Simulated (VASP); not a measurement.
# B2Pd3 (Pm-3m) in VASP: a series of runs, part 2 of 2

VASP 6.6.1. The steps go on from the part before.

## 3. Relaxation of cell and atoms, PBE (random cell by space group and Wyckoff sites (Pm-3m, No. 221))

INCAR reads:

```
PREC = Accurate
ENCUT = 600
EDIFF = 1E-7
ISMEAR = 0
SIGMA = 0.1
LREAL = False
LASPH = True
NELM = 80
ALGO = Fast
ISIF = 3
LWAVE = False
LCHARG = False
GGA = PE
IBRION = 2
NSW = 100
EDIFFG = -0.01
```

KPOINTS reads:

```
regular mesh
0
Gamma
  10 10 10
```

POSCAR reads:

```
B2Pd3
1.0
    4.0815082477      0.0000000000      0.0000000000
    0.0000000000      4.0815082477      0.0000000000
    0.0000000000      0.0000000000      4.0815082477
B Pd
2 3
Direct
    0.0000000000      0.0000000000      0.0000000000
    0.5000000000      0.5000000000      0.5000000000
    0.0000000000      0.5000000000      0.5000000000
    0.5000000000      0.0000000000      0.5000000000
    0.5000000000      0.5000000000      0.0000000000
```

Potentials or basis: VASP PAW PBE potentials, release 64 (B, Pd).

Run with:

```sh
> cat potpaw_PBE.64/B/POTCAR potpaw_PBE.64/Pd/POTCAR > POTCAR
> mpirun -np 1 vasp_std > vasp.out
```

OUTCAR:

```text
PREC = Accurate
   ENCUT = 600
   EDIFF = 1E-7
   ISMEAR = 0
   LREAL = False
   LASPH = True
   NELM = 80
   ISIF = 3
   GGA = PE
   IBRION = 2
   NSW = 100
   EDIFFG = -0.01

 ion  position               nearest neighbor table
   1  0.000  0.000  0.000-
   2  0.500  0.500  0.500-   3 2.04   4 2.04   5 2.04   5 2.04   4 2.04   3 2.04
   3  0.000  0.500  0.500-   2 2.04   2 2.04   5 2.89   5 2.89   4 2.89   4 2.89   4 2.89   5 2.89
                             5 2.89   4 2.89
   4  0.500  0.000  0.500-   2 2.04   2 2.04   5 2.89   5 2.89   3 2.89   3 2.89   5 2.89   5 2.89
                             3 2.89   3 2.89
   5  0.500  0.500  0.000-   2 2.04   2 2.04   4 2.89   3 2.89   3 2.89   4 2.89   4 2.89   4 2.89
                             3 2.89   3 2.89

  LATTYP: Found a simple cubic cell.
 ALAT       =     4.0815082477

  Lattice vectors:

 A1 = (   4.0815082477,   0.0000000000,   0.0000000000)
 A2 = (   0.0000000000,   4.0815082477,   0.0000000000)
 A3 = (   0.0000000000,   0.0000000000,   4.0815082477)

Analysis of symmetry for initial positions (statically):
=====================================================================
 Subroutine PRICEL returns:
 Original cell was already a primitive cell.

 Routine SETGRP: Setting up the symmetry group for a
 simple cubic supercell.

 Subroutine GETGRP returns: Found 48 space group operations
 (whereof 48 operations were pure point group operations)
 out of a pool of 48 trial point group operations.

The static configuration has the point symmetry O_h .

Analysis of symmetry for dynamics (positions and initial velocities):
=====================================================================
 Subroutine PRICEL returns:
 Original cell was already a primitive cell.

 Routine SETGRP: Setting up the symmetry group for a
 simple cubic supercell.

 Subroutine GETGRP returns: Found 48 space group operations
 (whereof 48 operations were pure point group operations)
[... 132 lines left out ...]
   LORBIT       =      0    0 simple, 1 ext, 2 COOP (PROOUT), +10 PAW based schemes
   GGA     = PE    functional components
   LHFCALC =     F    Hartree Fock is set to
   AEXX    =    0.0000 exact exchange contribution
   IVDW    =     0    specifies the selected vdW correction
   LEPSILON=     F    determine dielectric tensor
   LRPA    =     F    only Hartree local field effects (RPA)
 conjugate gradient relaxation of ions
 non-spin polarized calculation
 RMM-DIIS sequential band-by-band and
 Gauss-broadening in eV      SIGMA  =   0.10
  energy-cutoff  :      600.00
  volume of cell :       67.99
 maximum number of plane-waves:      2301
 NGX is ok and might be reduce to    36
   NGX = 17   NGY = 17   NGZ = 17

--------------------------------------- Ionic step        1  -------------------------------------------

 number of electron      35.9999991 magnetization

 Free energy of the ion-electron system (eV)
  ---------------------------------------------------
  ext. energy  EPLUGINS =         0.00000000
  ---------------------------------------------------
  free energy    TOTEN  =       -25.86666530 eV

  energy without entropy =      -25.85270074  energy(sigma->0) =      -25.85968302

------------------------ aborting loop because EDIFF is reached ----------------------------------------

  FORCE on cell =-STRESS in cart. coord.  units (eV):
  Direction    XX          YY          ZZ          XY          YZ          ZX
  --------------------------------------------------------------------------------------
  -------------------------------------------------------------------------------------
  Total        0.0707931      0.0707931      0.0707931     -0.0000000     -0.0000000      0.0000000
  in kB        1.6681664      1.6681664      1.6681664     -0.0000000     -0.0000000      0.0000000
  external PRESSURE =       1.6681664 kB  Pullay stress =       0.0000000 kB
[... 65 lines left out ...]
--------------------------------------- Ionic step        3  -------------------------------------------

 number of electron      35.9999991 magnetization

 Free energy of the ion-electron system (eV)
  ---------------------------------------------------
  ext. energy  EPLUGINS =         0.00000000
  ---------------------------------------------------
  free energy    TOTEN  =       -25.86670032 eV

  energy without entropy =      -25.85270159  energy(sigma->0) =      -25.85970095

 E-fermi :   7.8120     XC(G=0): -12.0013

 val. band max:        7.7955934094   @ k =   0.3000   0.3000   0.3000
 cond. band min:       7.8459820868   @ k =   0.5000   0.3000   0.2000
 fundamental gap:      0.0503886774
 Fermi energy:         7.8119667159

 k-point     1 :       0.0000    0.0000    0.0000
  band No.  band energies     occupation
      1      -3.4304      2.00000
      2      -0.1007      2.00000
      3       2.7061      2.00000
      4       2.7061      2.00000
      5       2.7061      2.00000
      6       3.6794      2.00000
[... 589 lines left out ...]
     21      10.0091      0.00000
     22      10.3829      0.00000

 [... further k-points ...]
[... 5 lines left out ...]
  --------------------------------------------------------------------------------------
  -------------------------------------------------------------------------------------
  Total        0.0047493      0.0047493      0.0047493     -0.0000000     -0.0000000      0.0000000
  in kB        0.1118005      0.1118005      0.1118005     -0.0000000     -0.0000000      0.0000000
  external PRESSURE =       0.1118005 kB  Pullay stress =       0.0000000 kB
[... 20 lines left out ...]
  FREE ENERGIE OF THE ION-ELECTRON SYSTEM (eV)
  ---------------------------------------------------
  free  energy   TOTEN  =       -25.8667003246 eV

  energy  without entropy=      -25.8527015851  energy(sigma->0) =      -25.85970095

 reached required accuracy - stopping structural energy minimisation
```

CONTCAR:

```text
B2Pd3
   1.00000000000000
     4.0828825316646125   -0.0000000000000000    0.0000000000000000
    -0.0000000000000000    4.0828825316646125   -0.0000000000000000
     0.0000000000000000   -0.0000000000000000    4.0828825316646125
  B               Pd
     2     3
Direct
     0.0000000000000000    0.0000000000000000    0.0000000000000000
     0.5000000000000000    0.5000000000000000    0.5000000000000000
     0.0000000000000000    0.5000000000000000    0.5000000000000000
     0.5000000000000000    0.0000000000000000    0.5000000000000000
     0.5000000000000000    0.5000000000000000    0.0000000000000000

  0.00000000E+00  0.00000000E+00  0.00000000E+00
  0.00000000E+00  0.00000000E+00  0.00000000E+00
  0.00000000E+00  0.00000000E+00  0.00000000E+00
  0.00000000E+00  0.00000000E+00  0.00000000E+00
  0.00000000E+00  0.00000000E+00  0.00000000E+00
```

Wall time 5.9 min (1 thread of Intel Xeon Platinum 8259CL at 2.50GHz (Skylake/Cascade Lake), shared host); peak memory 0.27 GiB.

What came out:

```yaml
Free_energy: -25.8667 eV
Relaxed_volume: 13.61 Å³/atom
Relaxed_cell: a = 4.083 Å, b = 4.083 Å, c = 4.083 Å, α = 90.00°, β = 90.00°, γ = 90.00°
Space_group_after_relaxing_to_0.05_Å: Pm-3m (No. 221)
Energy_gained_by_relaxing: 0.0 meV/atom
Ionic_steps: 3
Pressure_after_relaxing: 0.0 GPa
Band_gap_on_the_k_mesh: none (metal or under the smearing width)
```

Final structure:
```yaml
crystal:
  lattice:
    - [4.08288, 0.00000, 0.00000]
    - [0.00000, 4.08288, 0.00000]
    - [0.00000, 0.00000, 4.08288]
  atoms:
    - { symbol: B, position: [0.00000, 0.00000, 0.00000] }
    - { symbol: B, position: [0.50000, 0.50000, 0.50000] }
    - { symbol: Pd, position: [0.00000, 0.50000, 0.50000] }
    - { symbol: Pd, position: [0.50000, 0.00000, 0.50000] }
    - { symbol: Pd, position: [0.50000, 0.50000, 0.00000] }
```

## 4. Single point, PBE

INCAR reads:

```
SYSTEM = B2Pd3
PREC     = Accurate       ! precision mode
ENCUT    = 520            ! plane-wave cutoff, eV
EDIFF    = 1E-6           ! SCF threshold, eV
ISMEAR   = 0              ! smearing method
SIGMA    = 0.1            ! smearing width, eV
LREAL    = .FALSE.        ! projectors in reciprocal space
LASPH    = .TRUE.         ! aspherical terms in the spheres
NELM     = 60             ! most SCF steps
ALGO     = Normal         ! electronic algorithm
ISIF     = 2              ! what is computed and relaxed
LWAVE    = .FALSE.        ! write WAVECAR
LCHARG   = .FALSE.        ! write CHGCAR
GGA      = PE             ! functional
NBANDS   = 26             ! bands
```

KPOINTS reads:

```
regular mesh
0
G
  10 10 10
  0 0 0
```

POSCAR: that of step 3 with these lines changed.

```diff
@@ -2,5 +2,5 @@
 1.0
-    4.0815082477      0.0000000000      0.0000000000
-    0.0000000000      4.0815082477      0.0000000000
-    0.0000000000      0.0000000000      4.0815082477
+    4.0820020274      0.0000000000      0.0000000000
+    0.0000000000      4.0820020274      0.0000000000
+    0.0000000000      0.0000000000      4.0820020274
 B Pd
```

Potentials or basis: VASP PAW PBE potentials, release 64 (B, Pd).

Run with:

```sh
> cat potpaw_PBE.64/B/POTCAR potpaw_PBE.64/Pd/POTCAR > POTCAR
> mpirun -np 1 vasp_std > vasp.out
```

OUTCAR:

```text
SYSTEM = B2Pd3
   PREC = Accurate
   ENCUT = 520
   EDIFF = 1E-6
   ISMEAR = 0
   LREAL = .FALSE.
   LASPH = .TRUE.
   NELM = 60
   ISIF = 2
   GGA = PE

 ion  position               nearest neighbor table
   1  0.000  0.000  0.000-
   2  0.500  0.500  0.500-   3 2.04   4 2.04   5 2.04   5 2.04   4 2.04   3 2.04
   3  0.000  0.500  0.500-   2 2.04   2 2.04   5 2.89   5 2.89   4 2.89   4 2.89   4 2.89   5 2.89
                             5 2.89   4 2.89
   4  0.500  0.000  0.500-   2 2.04   2 2.04   5 2.89   5 2.89   3 2.89   3 2.89   5 2.89   5 2.89
                             3 2.89   3 2.89
[... 903 lines left out ...]
  -------------------------------------------------------------------------------------
  Total        0.0616802      0.0616802      0.0616802      0.0000000      0.0000000      0.0000000
  in kB        1.4529023      1.4529023      1.4529023      0.0000000      0.0000000      0.0000000
  external PRESSURE =       1.4529023 kB  Pullay stress =       0.0000000 kB

 VOLUME and BASIS-vectors are now :
 -----------------------------------------------------------------------------
  energy-cutoff  :      520.00
  volume of cell :       68.02
      direct lattice vectors                 reciprocal lattice vectors
     4.082002027  0.000000000  0.000000000     0.244977830  0.000000000  0.000000000
     0.000000000  4.082002027  0.000000000     0.000000000  0.244977830  0.000000000
     0.000000000  0.000000000  4.082002027     0.000000000  0.000000000  0.244977830

 POSITION                                       TOTAL-FORCE (eV/Angst)
 -----------------------------------------------------------------------------------
      0.00000      0.00000      0.00000         0.000000      0.000000      0.000000
      2.04100      2.04100      2.04100         0.000000      0.000000      0.000000
      0.00000      2.04100      2.04100         0.000000      0.000000      0.000000
      2.04100      0.00000      2.04100         0.000000      0.000000      0.000000
      2.04100      2.04100      0.00000         0.000000      0.000000      0.000000
 -----------------------------------------------------------------------------------
    total drift:                                0.000000      0.000000     -0.000000

  FREE ENERGIE OF THE ION-ELECTRON SYSTEM (eV)
  ---------------------------------------------------
  free  energy   TOTEN  =       -25.8659925304 eV

  energy  without entropy=      -25.8520135218  energy(sigma->0) =      -25.85900303
```

stdout:

```text
POSCAR found type information on POSCAR B Pd
 POSCAR found :  2 types and       5 ions
 scaLAPACK will be used
 LDA part: xc-table for (Slater+PW92), standard interpolation
 POSCAR, INCAR and KPOINTS ok, starting setup
 FFT: planning ... GRIDC
 FFT: planning ... GRID_SOFT
 FFT: planning ... GRID
 WAVECAR not read
 entering main loop
```

Run time: 2.1 min. Hardware: 1 thread of Intel Xeon Platinum 8259CL at 2.50GHz (Skylake/Cascade Lake), shared host; peak memory 0.22 GiB.

Results:

| Property | Result |
| --- | --- |
| Free energy | -25.8660 eV |
| Pressure | 0.1 GPa |
| Band gap on the k mesh | none (metal or under the smearing width) |

Levels at points of the mesh, in eV from the Fermi level:
| k point | band 16 | band 17 | band 18 | band 19 | band 20 | band 21 |
| --- | --- | --- | --- | --- | --- | --- |
| (0.00, 0.00, 0.00) | -1.16 | -1.16 | -1.16 | -0.97 | 0.74 | 1.46 |
| (0.50, 0.00, 0.00) | -1.83 | -1.16 | 0.80 | 1.42 | 1.42 | 2.09 |
| (0.50, 0.50, 0.00) | -1.82 | -1.59 | -0.32 | -0.32 | 3.05 | 3.10 |
| (0.50, 0.50, 0.50) | -1.82 | -1.21 | -1.21 | -1.21 | -0.78 | 2.60 |

## 5. Single point, PBE (random cell by space group and Wyckoff sites (Pm-3m, No. 221))

INCAR reads:

```
SYSTEM = B2Pd3
PREC     = Accurate       ! precision mode
ENCUT    = 520            ! plane-wave cutoff, eV
EDIFF    = 1E-6           ! SCF threshold, eV
ISMEAR   = 0              ! smearing method
SIGMA    = 0.1            ! smearing width, eV
LREAL    = .FALSE.        ! projectors in reciprocal space
LASPH    = .TRUE.         ! aspherical terms in the spheres
NELM     = 100            ! most SCF steps
ALGO     = Fast           ! electronic algorithm
ISIF     = 2              ! what is computed and relaxed
LWAVE    = .FALSE.        ! write WAVECAR
LCHARG   = .TRUE.         ! write CHGCAR
GGA      = PE             ! functional
LELF     = .TRUE.         ! ELF
LVHAR    = .TRUE.       
NBANDS   = 26             ! bands
```

KPOINTS reads:

```
Automatic mesh
0
G
  4 4 4
  0 0 0
```

POSCAR: that of step 4 with these lines changed.

```diff
@@ -2,5 +2,5 @@
 1.0
-    4.0820020274      0.0000000000      0.0000000000
-    0.0000000000      4.0820020274      0.0000000000
-    0.0000000000      0.0000000000      4.0820020274
+    4.0815082477      0.0000000000      0.0000000000
+    0.0000000000      4.0815082477      0.0000000000
+    0.0000000000      0.0000000000      4.0815082477
 B Pd
```

Run with:

```sh
> cat potpaw_PBE.64/B/POTCAR potpaw_PBE.64/Pd/POTCAR > POTCAR
> mpirun -np 1 vasp_std > vasp.out
```

It took 42 s on 1 thread of Intel Xeon Platinum 8259CL at 2.50GHz (Skylake/Cascade Lake), shared host; peak memory 0.16 GiB.

Results (log left out):

| Item | Value |
| --- | --- |
| Free energy | -25.8416 eV |
| Pressure | 0.5 GPa |
| Band gap on the k mesh | none (metal or under the smearing width) |

Levels at points of the mesh, in eV from the Fermi level:
```
           k point  band 16  band 17  band 18  band 19  band 20  band 21
(0.00, 0.00, 0.00)    -1.26    -1.26    -1.26    -1.07     0.66     1.38
(0.50, 0.00, 0.00)    -1.93    -1.26     0.71     1.34     1.34     2.00
(0.50, 0.50, 0.00)    -1.92    -1.68    -0.41    -0.41     2.96     3.02
(0.50, 0.50, 0.50)    -1.91    -1.30    -1.30    -1.30    -0.87     2.51
```

Caveat: the k mesh is coarse (spacing up to 0.38 Å⁻¹), so the values aren't converged.

## 6. Relaxation of cell and atoms, PBE (random cell by space group and Wyckoff sites (Pm-3m, No. 221))

INCAR reads:

```
PREC = Accurate
ENCUT = 600
EDIFF = 1E-7
ISMEAR = 0
SIGMA = 0.1
LREAL = False
LASPH = True
NELM = 100
ALGO = Normal
ISIF = 3
LWAVE = False
LCHARG = False
GGA = PE
IBRION = 2
NSW = 90
EDIFFG = -0.04
```

KPOINTS reads:

```
regular mesh
0
Gamma
  4 4 4
```

POSCAR: that of step 5 with these lines changed.

```diff
@@ -2,5 +2,5 @@
 1.0
-    4.0815082477      0.0000000000      0.0000000000
-    0.0000000000      4.0815082477      0.0000000000
-    0.0000000000      0.0000000000      4.0815082477
+    3.9436542600      0.0000000000      0.0000000000
+    0.0000000000      3.9436542600      0.0000000000
+    0.0000000000      0.0000000000      3.9436542600
 B Pd
```

Potentials or basis: VASP PAW PBE potentials, release 64 (B, Pd).

Run with:

```sh
> cat potpaw_PBE.64/B/POTCAR potpaw_PBE.64/Pd/POTCAR > POTCAR
> mpirun -np 1 vasp_std > vasp.out
```

Wall time 95 s (1 thread of Intel Xeon Platinum 8259CL at 2.50GHz (Skylake/Cascade Lake), shared host); peak memory 0.18 GiB.

It converged, with:

```
Free energy                            : -25.8379 eV
Relaxed volume                         : 13.67 Å³/atom
Relaxed cell                           : a = 4.089 Å, b = 4.089 Å, c = 4.089 Å, α = 90.00°, β = 90.00°, γ = 90.00°
Space group after relaxing (to 0.05 Å) : Pm-3m (No. 221)
Energy gained by relaxing              : 80.1 meV/atom
Ionic steps                            : 3
Pressure after relaxing                : -0.3 GPa
Band gap on the k mesh                 : none (metal or under the smearing width)
```

Step by step:
| step | energy change (eV) | largest force (eV/Å) | pressure (GPa) | volume (Å³) |
| --- | --- | --- | --- | --- |
| 1 | 0.0000 | 0.0000 | 20.81 | 61.33 |
| 2 | -0.0228 | 0.0000 | -12.83 | 76.59 |
| 3 | -0.4004 | 0.0000 | -0.30 | 68.35 |

Final structure:
```cif
data_structure
_symmetry_space_group_name_H-M 'P 1'
_symmetry_Int_Tables_number 1
_cell_length_a 4.0886
_cell_length_b 4.0886
_cell_length_c 4.0886
_cell_angle_alpha 90.000
_cell_angle_beta 90.000
_cell_angle_gamma 90.000
_cell_volume 68.35
loop_
_atom_site_label
_atom_site_type_symbol
_atom_site_fract_x
_atom_site_fract_y
_atom_site_fract_z
_atom_site_occupancy
B1 B 0.00000 0.00000 0.00000 1
B2 B 0.50000 0.50000 0.50000 1
Pd1 Pd 0.00000 0.50000 0.50000 1
Pd2 Pd 0.50000 0.00000 0.50000 1
Pd3 Pd 0.50000 0.50000 0.00000 1
```

Levels at points of the mesh, in eV from the Fermi level:
| k point | band 15 | band 16 | band 17 | band 18 | band 19 | band 20 | band 21 | band 22 |
| --- | --- | --- | --- | --- | --- | --- | --- | --- |
| (0.00, 0.00, 0.00) | -2.03 | -1.25 | -1.25 | -1.25 | -1.06 | 0.64 | 1.39 | 1.39 |
| (0.50, 0.00, 0.00) | -2.56 | -1.91 | -1.25 | 0.70 | 1.34 | 1.34 | 2.00 | 2.00 |
| (0.50, 0.50, 0.00) | -2.10 | -1.91 | -1.68 | -0.41 | -0.41 | 2.95 | 3.01 | 4.33 |
| (0.50, 0.50, 0.50) | -1.88 | -1.88 | -1.30 | -1.30 | -1.30 | -0.88 | 2.49 | 2.49 |

Caveat: the k mesh is coarse (spacing up to 0.40 Å⁻¹), so the values aren't converged.

## 7. The runs side by side

```tsv
task	cell	k mesh	cutoff (eV)	mesh quality	gap on the mesh (eV)	pressure (GPa)	relaxed volume (Å³/atom)
single point	random cell by space group and Wyckoff sites (Pm-3m, No. 221)	10 × 10 × 10	520	not flagged	none	0.1	-
relaxation of cell and atoms	relaxed from: random cell by space group and Wyckoff sites (Pm-3m, No. 221)	10 × 10 × 10	600	not flagged	none	0.0	13.61
single point	as given	10 × 10 × 10	520	not flagged	none	0.1	-
single point	random cell by space group and Wyckoff sites (Pm-3m, No. 221)	4 × 4 × 4	520	coarse	none	0.5	-
relaxation of cell and atoms	relaxed from: random cell by space group and Wyckoff sites (Pm-3m, No. 221)	4 × 4 × 4	600	coarse	none	-0.3	13.67
```

Alike in all rows: level PBE; potentials or basis VASP PAW PBE potentials, release 64 (B, Pd); no spin polarisation; smearing gaussian 0.1 eV.

Caveats: some runs use coarse meshes.

Absolute energies hang on the potentials; compare differences alone.
